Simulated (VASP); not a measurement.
Here is the system:

```
CELL_PARAMETERS angstrom
      0.00000     2.53980     2.53980
      2.53980     0.00000     2.53980
      2.53980     2.53980     0.00000
ATOMIC_POSITIONS crystal
  Gd 0.00000 0.00000 0.00000
  N  0.50000 0.50000 0.50000
```

Calculation: PBE GGA, VASP's PBE PAW potentials (set 64) (plane waves; VASP 6.6.1). Settings: 520 eV cut-off, 7×7×7 Γ-centred mesh, Gaussian smearing of 0.050 eV, potentials Gd_3 N.

The 4f electrons are frozen in the core of the lanthanide potential, so 4f levels, which can set the real gap, and their magnetism are missing.

**Question.** Give the stress tensor in GPa (positive for a compressed cell).

**Answer.** 
```
-8.00   0.00   0.00
 0.00  -8.00   0.00
 0.00   0.00  -8.00
```
The pressure is its mean diagonal, -8.00 GPa.

The compound is GdN in the rock salt structure. The cell was not relaxed at this level.
